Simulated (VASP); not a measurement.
All values below come from PBE GGA, VASP's PBE PAW potentials (set 64) (plane waves; VASP).

A VASP calculation is set up with these files.

INCAR:
```
SYSTEM = CuOs
PREC = Accurate
ENCUT = 300
EDIFF = 1E-6
NELM = 100
ALGO = Normal
LREAL = .FALSE.
LASPH = .TRUE.
ISMEAR = -1
SIGMA = 0.05
GGA = PE
LMAXMIX = 6
LWAVE = .FALSE.
LCHARG = .FALSE.
ISIF = 2
```

POSCAR:
```
CuOs
1
    2.6939970000     0.0000000000     0.0000000000
    0.0000000000     2.6939970000     0.0000000000
    0.0000000000     0.0000000000    19.2183000000
Cu Os
2 2
Direct
  0.5035050000   0.4673820000   0.3671430000
  0.4775510000   0.5125840000   0.5442660000
  0.0230300000  -0.0145200000   0.4528430000
 -0.0040870000   0.0345540000   0.6357430000
```

File KPOINTS:
```
Automatic
0
G
 7 7 1
0 0 0
```

POTCAR, in this order: Cu Os (PBE.64 set). Program: vasp_std.

Output of the run:

### OSZICAR
```
       N       E                     dE             d eps       ncg     rms          rms(c)
DAV:   1     0.259739309313E+03    0.25974E+03   -0.12256E+04  1150   0.113E+03
DAV:   2     0.186197131471E+01   -0.25788E+03   -0.24731E+03  1297   0.326E+02
DAV:   3    -0.275051178880E+02   -0.29367E+02   -0.27746E+02  1775   0.121E+02
DAV:   4    -0.295410104427E+02   -0.20359E+01   -0.19645E+01  1497   0.348E+01
DAV:   5    -0.296717229937E+02   -0.13071E+00   -0.12901E+00  1637   0.674E+00    0.250E+01
DAV:   6    -0.337248772528E+02   -0.40532E+01   -0.10282E+02  1515   0.283E+02    0.230E+01
DAV:   7    -0.331573771831E+02    0.56750E+00   -0.13436E+02  1700   0.135E+02    0.184E+01
DAV:   8    -0.273525393277E+02    0.58048E+01   -0.68590E+01  2060   0.883E+01    0.999E+00
DAV:   9    -0.267720250955E+02    0.58051E+00   -0.18667E+01  2111   0.120E+02    0.118E+01
DAV:  10    -0.258101902577E+02    0.96183E+00   -0.76882E+00  1879   0.668E+01    0.331E+00
DAV:  11    -0.257527127991E+02    0.57477E-01   -0.43665E-01  1715   0.829E+00    0.199E+00
DAV:  12    -0.257440551019E+02    0.86577E-02   -0.44372E-02  1990   0.668E+00    0.167E+00
DAV:  13    -0.257297261465E+02    0.14329E-01   -0.56344E-02  1879   0.614E+00    0.740E-01
DAV:  14    -0.257281715439E+02    0.15546E-02   -0.12805E-02  1941   0.210E+00    0.427E-01
DAV:  15    -0.257263364358E+02    0.18351E-02   -0.29741E-03  2060   0.201E+00    0.210E-01
DAV:  16    -0.257261747177E+02    0.16172E-03   -0.90042E-04  1964   0.698E-01    0.137E-01
DAV:  17    -0.257260087113E+02    0.16601E-03   -0.63171E-04  1902   0.891E-01    0.217E-02
DAV:  18    -0.257260312478E+02   -0.22536E-04   -0.17631E-04  1900   0.267E-01    0.135E-02
DAV:  19    -0.257260565853E+02   -0.25338E-04   -0.35511E-05  1812   0.143E-01    0.112E-02
DAV:  20    -0.257260835117E+02   -0.26926E-04   -0.42259E-05  1463   0.577E-02    0.156E-02
DAV:  21    -0.257260877450E+02   -0.42333E-05   -0.24400E-06  1174   0.194E-02    0.119E-02
DAV:  22    -0.257261136695E+02   -0.25924E-04   -0.16792E-05  1498   0.721E-02    0.928E-03
DAV:  23    -0.257261304000E+02   -0.16731E-04   -0.14268E-06   903   0.254E-02    0.572E-03
DAV:  24    -0.257261364756E+02   -0.60756E-05   -0.66921E-07   820   0.176E-02    0.411E-03
DAV:  25    -0.257261519751E+02   -0.15499E-04   -0.26438E-06   888   0.126E-02    0.354E-03
DAV:  26    -0.257261525261E+02   -0.55099E-06   -0.24705E-07   624   0.118E-02
   1 F= -.25726153E+02 E0= -.25703426E+02  d E =-.454525E-01
```

File OUTCAR:
```
------------------------ aborting loop because EDIFF is reached ----------------------------------------
  FORCE on cell =-STRESS in cart. coord.  units (eV):
  Direction    XX          YY          ZZ          XY          YZ          ZX
  --------------------------------------------------------------------------------------
  Total       -2.6075038     -2.4373496      3.6301588     -0.0191162     -1.5152261      0.2288897
  in kB      -29.9520365    -27.9974984     41.6991331     -0.2195847    -17.4051930      2.6292247
  external PRESSURE =      -5.4168006 kB  Pullay stress =       0.0000000 kB
  volume of cell :      139.48
      direct lattice vectors                 reciprocal lattice vectors
     2.693997000  0.000000000  0.000000000     0.371195662  0.000000000  0.000000000
     0.000000000  2.693997000  0.000000000     0.000000000  0.371195662  0.000000000
     0.000000000  0.000000000 19.218300000     0.000000000  0.000000000  0.052033739
 POSITION                                       TOTAL-FORCE (eV/Angst)
 -----------------------------------------------------------------------------------
      1.35644      1.25913      7.05586         0.220794      0.294509     -0.915148
      1.28652      1.38090     10.45987         0.594727     -0.126223      0.330460
      0.06204      2.65488      8.70287        -0.688010      0.062245     -0.067757
      2.68299      0.09309     12.21790        -0.127512     -0.230531      0.652445
 -----------------------------------------------------------------------------------
    total drift:                               -0.003600     -0.000769      0.004961
  FREE ENERGIE OF THE ION-ELECTRON SYSTEM (eV)
  ---------------------------------------------------
  free  energy   TOTEN  =       -25.7261525261 eV

  energy  without entropy=      -25.6807000758  energy(sigma->0) =      -25.70342630
```
(Selected blocks of OUTCAR.)

At this cut-off the stress carries a Pulay error, which pulls relaxed volumes low. The cell holds a wide vacuum, so values per volume refer to the whole cell.

The cell is a sheet with vacuum, built from a generated structure.
